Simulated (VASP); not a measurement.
Given:

```yaml
crystal:
  lattice:
    - [0.00000, 3.14922, 3.14922]
    - [3.14922, 0.00000, 3.14922]
    - [3.14922, 3.14922, 0.00000]
  atoms:
    - { symbol: Sn, position: [0.00000, 0.00000, 0.00000] }
    - { symbol: Te, position: [0.50000, 0.50000, 0.50000] }
```

All values below come from AM05 GGA, VASP's PBE PAW potentials (set 64) (plane waves; VASP). Numerical set-up: 520 eV cut-off, Gaussian smearing of 0.050 eV, potentials Sn_d Te.

Unless said otherwise, spin-orbit coupling is left out, though it shifts the bands of the heavy elements here.

Task: Give the energies of bands 7 to 13 at the high-symmetry points, in eV from the valence-band maximum.

Result: 
| band | Γ | X | U | L | W |
|---|---|---|---|---|---|
| 7 | -4.69 | -6.47 | -7.43 | -8.34 | -7.38 |
| 8 | -2.12 | -5.58 | -5.18 | -1.78 | -4.82 |
| 9 | -2.12 | -3.73 | -3.23 | -1.78 | -4.82 |
| 10 | -2.12 | -3.73 | -2.70 | 0.00 | -0.80 |
| 11 | 3.37 | 2.17 | 3.05 | 0.12 | 0.85 |
| 12 | 3.37 | 4.95 | 3.09 | 0.38 | 4.62 |
| 13 | 3.37 | 4.95 | 4.20 | 0.38 | 4.62 |

The gap is indirect, 0.08 eV, from the valence maximum at L to the conduction minimum at L-W at 0.07.

The compound is SnTe in the rock salt structure, which distorts at low temperature. It was relaxed first.
